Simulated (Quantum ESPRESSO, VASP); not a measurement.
VASP input:

INCAR:
```
SYSTEM = Er
PREC = Accurate
ENCUT = 300
EDIFF = 1E-6
NELM = 100
ALGO = Normal
LREAL = .FALSE.
LASPH = .TRUE.
ISMEAR = -1
SIGMA = 0.1
GGA = PE
LMAXMIX = 6
LWAVE = .FALSE.
LCHARG = .FALSE.
ISIF = 2
ISPIN = 2
MAGMOM = 3.0 3.0
LORBIT = 11
```

### KPOINTS
```
Automatic mesh
0
Gamma
5 5 3
0 0 0
```

File POSCAR:
```
Er
3.5571520
  0.5000000000  -0.8660254046   0.0000000000
  0.5000000000   0.8660254046   0.0000000000
  0.0000000000   0.0000000000   1.5702247191
Er
2
Cart
  0.5000000000   0.2886757122   0.3925561798
  0.5000000000  -0.2886757122   1.1776685393
```

POTCAR, in this order: Er (PBE.64 set). Program: vasp_std.

Problem. Translate it to Quantum ESPRESSO.

Solution. One input that does it (PBE, SSSP 1.1.2 efficiency (PBE) pseudopotentials):
```
&control
 calculation = 'scf'
 prefix = 'Er'
 outdir = './tmp'
 pseudo_dir = './'
 verbosity = 'high'
 tprnfor = .true.
 tstress = .true.
/
&system
 ibrav = 0
 nat = 2
 ntyp = 1
 ecutwfc = 50
 ecutrho = 400
 occupations = 'smearing'
 smearing = 'fd'
 degauss = 0.0073499
 nspin = 2
 starting_magnetization(1) = 0.136
/
&electrons
 conv_thr = 1.0d-10
 mixing_beta = 0.3
/
ATOMIC_SPECIES
Er   167.2590  Er.GGA-PBE-paw-v1.0.UPF
ATOMIC_POSITIONS angstrom
Er    1.778576001    1.026861333    1.396382000
Er    1.778576001   -1.026861333    4.189146000
K_POINTS automatic
5 5 3  0 0 0
CELL_PARAMETERS angstrom
   1.778576001    -3.080583999     0.000000000
   1.778576001     3.080583999     0.000000000
   0.000000000     0.000000000     5.585528000
```
Both are inputs of real runs that ended normally. What can't carry over is the choice of potentials or basis and its cut-off, and each code's defaults.

The structure is a typed Er crystal. The cell was not relaxed at this level, and it may have been scaled.
